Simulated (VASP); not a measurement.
Method: PBE GGA, VASP's PBE PAW potentials (set 64) (plane waves; VASP).

VASP ran on this input.

**INCAR**
```
# general
SYSTEM   =  SnSe2
PREC     =  Accurate
ENCUT    =  400
LREAL    =  .FALSE.
LASPH    =  .TRUE.   # aspherical one-centre terms

# electronic loop
EDIFF    =  1E-6   # SCF stop (eV)
NELM     =  100   # most electronic steps
ALGO     =  Normal
LMAXMIX  =  4   # l cut-off of mixed one-centre charges

# smearing
ISMEAR   =  0
SIGMA    =  0.05   # width (eV)

# functional
GGA      =  PE

# ions
ISIF     =  2   # forces and stress, cell fixed

# output
LWAVE    =  .FALSE.
LCHARG   =  .FALSE.
```

KPOINTS:
```
Automatic mesh
0
Gamma
5 5 3
0 0 0
```

### POSCAR
```
SnSe2
12.52560
  0.1551302932  -0.2686935556   0.0000000000
  0.1551302932   0.2686935556   0.0000000000
  0.0000000000   0.0000000000   0.5000000000
Sn Se
1 2
direct
  0.0000000000   0.0000000000   0.0000000000
  0.3333330000   0.6666670000   0.2500000000
  0.6666670000   0.3333330000   0.7500000000
```

POTCAR, in this order: Sn_d Se (PBE.64 set). Program: vasp_std.

What VASP printed:

**OUTCAR**
```
 ion  position               nearest neighbor table
   1  0.000  0.000  0.000-   2 2.74   3 2.74   3 2.74   2 2.74   3 2.74   2 2.74
   2  0.333  0.667  0.250-   1 2.74   1 2.74   1 2.74
   3  0.667  0.333  0.750-   1 2.74   1 2.74   1 2.74
  LATTYP: Found a hexagonal cell.
 ALAT       =     3.8862000657
 C/A-ratio  =     1.6115485292
 Subroutine PRICEL returns:
 Original cell was already a primitive cell.
 Subroutine GETGRP returns: Found 12 space group operations
The static configuration has the point symmetry D_3d.
The dynamic configuration has the point symmetry D_3d.
 Subroutine INISYM returns: Found 12 space group operations
 Subroutine IBZKPT returns following result:
 Found     12 irreducible k-points:

 Following reciprocal coordinates:
            Coordinates               Weight
  0.000000  0.000000  0.000000      1.000000
  0.200000 -0.000000  0.000000      6.000000
  0.400000 -0.000000  0.000000      6.000000
  0.200000  0.200000  0.000000      6.000000
  0.400000  0.200000  0.000000      6.000000
  0.000000  0.000000  0.333333      2.000000
  0.200000 -0.000000  0.333333      6.000000
 -0.000000  0.200000  0.333333      6.000000
  0.400000 -0.000000  0.333333      6.000000
 -0.000000  0.400000  0.333333      6.000000
  0.200000  0.200000  0.333333     12.000000
  0.400000  0.200000  0.333333     12.000000
   k-points           NKPTS =     12   k-points in BZ     NKDIM =     12   number of bands    NBANDS=     17
   number of dos      NEDOS =    301   number of ions     NIONS =      3
   total plane-waves  NPLWV =  32928
   dimension x,y,z NGX =    28 NGY =   28 NGZ =   42
   dimension x,y,z NGXF=    56 NGYF=   56 NGZF=   84
   ions per type =               1   2
   PREC   = accura    normal or accurate (medium, high low for compatibility)
   ISTART =      0    job   : 0-new  1-cont  2-samecut
   ICHARG =      2    charge: 1-file 2-atom 10-const
   ISPIN  =      1    spin polarized calculation?
   LNONCOLLINEAR =      F non collinear calculations
   LSORBIT =      F    spin-orbit coupling
   INIWAV =      1    electr: 0-lowe 1-rand  2-diag
   ENCUT  =  400.0 eV  29.40 Ry    5.42 a.u.   6.34  6.34 10.21*2*pi/ulx,y,z
   NELM   =    100;   NELMIN=  2; NELMDL= -5     # of ELM steps
   EDIFF  = 0.1E-05   stopping-criterion for ELM
   LREAL  =      F    real-space projection
   NLSPLINE    = F    spline interpolate recip. space projectors
   LMAXMIX     =    4 max onsite mixed and CHGCAR
   VOSKOWN=      0    Vosko Wilk Nusair interpolation
   EDIFFG = 0.1E-04   stopping-criterion for IOM
   NSW    =      0    number of steps for IOM
   NBLOCK =      1;   KBLOCK =      1    inner block; outer block
   IBRION =     -1    ionic relax: 0-MD 1-quasi-New 2-CG
   NFREE  =      0    steps in history (QN), initial steepest desc. (CG)
   ISIF   =      2    stress and relaxation
   ISYM   =      2    0-nonsym 1-usesym 2-fastsym
   TEIN   =    0.0    initial temperature
   TEBEG  =    0.0;   TEEND  =   0.0 temperature during run
   SMASS  =  -3.00    Nose mass-parameter (am)
   PSTRESS=    0.0 pullay stress
   NELECT =      26.0000    total number of electrons
   EFERMI =   0.00;   METHOD = LEGACY
   ISMEAR =     0;   SIGMA  =   0.05  broadening in eV -4-tet -1-fermi 0-gaus
   IALGO  =     38    algorithm
   LDIAG  =      T    sub-space diagonalisation (order eigenvalues)
   IMIX   =      4    mixing-type and parameters
     AMIX     =   0.40;   BMIX     =  1.00
     AMIX_MAG =   1.60;   BMIX_MAG =  1.00
     AMIN     =   0.10
   GGA     = PE    functional components
   VOSKOWN =     0    Vosko Wilk Nusair interpolation
   LHFCALC =     F    Hartree Fock is set to
   LHFONE  =     F    Hartree Fock one center treatment
   AEXX    =    0.0000 exact exchange contribution
...
```

OSZICAR:
```
       N       E                     dE             d eps       ncg     rms          rms(c)
DAV:   1     0.172132855694E+03    0.17213E+03   -0.10708E+04   408   0.144E+03
DAV:   2     0.631599804993E+01   -0.16582E+03   -0.16299E+03   449   0.342E+02
DAV:   3    -0.116019080772E+02   -0.17918E+02   -0.17277E+02   523   0.110E+02
DAV:   4    -0.120795794349E+02   -0.47767E+00   -0.47729E+00   476   0.200E+01
DAV:   5    -0.120912738151E+02   -0.11694E-01   -0.11693E-01   601   0.307E+00    0.478E+00
DAV:   6    -0.118313606989E+02    0.25991E+00   -0.64774E-01   592   0.867E+00    0.311E+00
DAV:   7    -0.118161420468E+02    0.15219E-01   -0.15669E-01   489   0.276E+00    0.102E+00
DAV:   8    -0.118163189484E+02   -0.17690E-03   -0.12870E-02   513   0.114E+00    0.279E-01
DAV:   9    -0.118169090239E+02   -0.59008E-03   -0.14836E-03   447   0.321E-01    0.826E-02
DAV:  10    -0.118169265048E+02   -0.17481E-04   -0.13707E-04   589   0.874E-02    0.329E-02
DAV:  11    -0.118169635170E+02   -0.37012E-04   -0.57361E-05   420   0.480E-02    0.985E-03
DAV:  12    -0.118169637527E+02   -0.23570E-06   -0.28480E-06   471   0.145E-02
   1 F= -.11816964E+02 E0= -.11816964E+02  d E =-.442393E-11
```

OUTCAR:
```
------------------------ aborting loop because EDIFF is reached ----------------------------------------
  FORCE on cell =-STRESS in cart. coord.  units (eV):
  Direction    XX          YY          ZZ          XY          YZ          ZX
  --------------------------------------------------------------------------------------
  Total        0.4113909      0.4113910      0.9757470      0.0000000      0.0000000      0.0000000
  in kB        8.0466634      8.0466638     19.0852703      0.0000000      0.0000000      0.0000000
  external PRESSURE =      11.7261992 kB  Pullay stress =       0.0000000 kB
  volume of cell :       81.91
      direct lattice vectors                 reciprocal lattice vectors
     1.943100000 -3.365548000  0.000000000     0.257320776 -0.148564216  0.000000000
     1.943100000  3.365548000  0.000000000     0.257320776  0.148564216  0.000000000
     0.000000000  0.000000000  6.262800000     0.000000000  0.000000000  0.159672990
 POSITION                                       TOTAL-FORCE (eV/Angst)
 -----------------------------------------------------------------------------------
      0.00000      0.00000      0.00000         0.000000     -0.000000      0.000000
      1.94310      1.12185      1.56570        -0.000000     -0.000000      0.147008
      1.94310     -1.12185      4.69710         0.000000      0.000000     -0.147008
 -----------------------------------------------------------------------------------
    total drift:                                0.000000      0.000000      0.000000
  FREE ENERGIE OF THE ION-ELECTRON SYSTEM (eV)
  ---------------------------------------------------
  free  energy   TOTEN  =       -11.8169637527 eV

  energy  without entropy=      -11.8169637527  energy(sigma->0) =      -11.81696375
```
(Selected blocks of OUTCAR.)

The compound is SnSe2 in the 1T layered structure. The cell was not relaxed at this level.
